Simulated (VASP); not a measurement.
Shape and ions are relaxed at each volume.

Energy against volume of Ti (hcp). Calculation: PBE GGA with D3 dispersion (Becke-Johnson damping), VASP's PBE PAW potentials (set 64) (plane waves; VASP).

```json
[
 {"V (Å³/atom)": "15.477", "E (eV/atom)": "-8.43127"},
 {"V (Å³/atom)": "15.971", "E (eV/atom)": "-8.44998"},
 {"V (Å³/atom)": "16.465", "E (eV/atom)": "-8.45587"},
 {"V (Å³/atom)": "16.959", "E (eV/atom)": "-8.45054"},
 {"V (Å³/atom)": "17.453", "E (eV/atom)": "-8.43539"}
]
```

Problem. Fit a third-order Birch-Murnaghan equation of state.

Solution. 
* **volume per atom**: 16.47 Å^3/atom
* **bulk modulus**: 121 GPa
* **pressure derivative of the bulk modulus**: 3.46

Measured: bulk modulus 108 GPa at 0 K (computed value off by +11.8 %), as given by Vázquez-Parga, Fernández-Martínez, Viñes, J. Chem. Theory Comput. (2023), doi:10.1021/acs.jctc.3c00612, Supporting … [zero-point energy and finite temperature contributions removed].

The compound is Ti in the hcp structure. It was relaxed first, which changed the volume by -7 %.
